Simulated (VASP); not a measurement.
Input:

```yaml
crystal:
  lattice:
    - [0.00000, 2.33874, 2.35604]
    - [2.38196, 0.00000, 2.35604]
    - [2.38196, 2.33874, 0.00000]
  atoms:
    - { symbol: Hf, position: [0.00000, 0.00000, 0.00000] }
    - { symbol: C, position: [0.49095, 0.50905, 0.50905] }
```

All values below come from PBE GGA, VASP's PBE PAW potentials (set 64) (plane waves; VASP). Settings: LREAL = Auto, 520 eV cut-off, 12×12×12 Γ-centred mesh, first-order Methfessel-Paxton smearing of 0.10 eV, potentials Hf_pv C.

**Question.** Give the force on each atom (eV/Å).

**Answer.** 
| atom | Fx | Fy | Fz |
|---|---|---|---|
| Hf1 | 0.222 | 0.000 | 0.000 |
| C2 | -0.222 | 0.000 | 0.000 |

**Question.** Give the stress tensor in GPa (positive for a compressed cell).

**Answer.** 
```
-12.53    0.00    0.00
  0.00   -6.95    0.00
  0.00    0.00   -9.43
```
The pressure is its mean diagonal, -9.63 GPa.

The compound is HfC in the rock salt structure. The cell was not relaxed at this level, atoms are displaced from their ideal sites. The run is one of a series of settings (LREAL = Auto against the base run), some of them coarse on purpose.
